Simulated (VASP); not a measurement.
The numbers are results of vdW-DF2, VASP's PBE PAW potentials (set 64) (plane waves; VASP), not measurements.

VASP ran on this input.

**POSCAR**
```
BN
1
    1.2712230378    -2.2018231076    -0.0000000000
    1.2712230378     2.2018231076    -0.0000000000
   -0.0000000000    -0.0000000000     4.2050197319
B N
2 2
Direct
  0.6666670000   0.3333330000   0.5002486094
  0.3333330000   0.6666670000   0.0002486094
  0.6666670000   0.3333330000   0.8747513906
  0.3333330000   0.6666670000   0.3747513906
```

**KPOINTS**
```
K-points
0
Gamma
  9 9 5
```

INCAR:
```
SYSTEM=BN
PREC=Accurate; ENCUT=520; LREAL=F
LASPH=T
EDIFF=1E-6; NELM=100; ALGO=Normal
ISMEAR=0; SIGMA=0.05
GGA=ML; LUSE_VDW=T; AGGAC=0.0
ZAB_VDW=-1.8867
IBRION=2; NSW=60; ISIF=3
EDIFFG=-0.02
LWAVE=F; LCHARG=F
```

POTCAR, in this order: B N (PBE.64 set). Program: vasp_std.

Problem. What will the output report for the number of irreducible k-points (NKPTS), largest plane-wave count, number of space-group operations, FFT grid (NGX, NGY, NGZ)?

Solution. 
```json
{
  "number of irreducible k-points (NKPTS)": "36",
  "largest_plane_wave_count": "648",
  "number_of_space_group_operations": "12",
  "FFT grid (NGX, NGY, NGZ)": "20 × 20 × 32"
}
```

The compound is BN in the wurtzite structure, a metastable high-pressure form. This run relaxes it. Symmetry was kept, so distortions that lower it aren't found. The start is the result of an earlier pass.
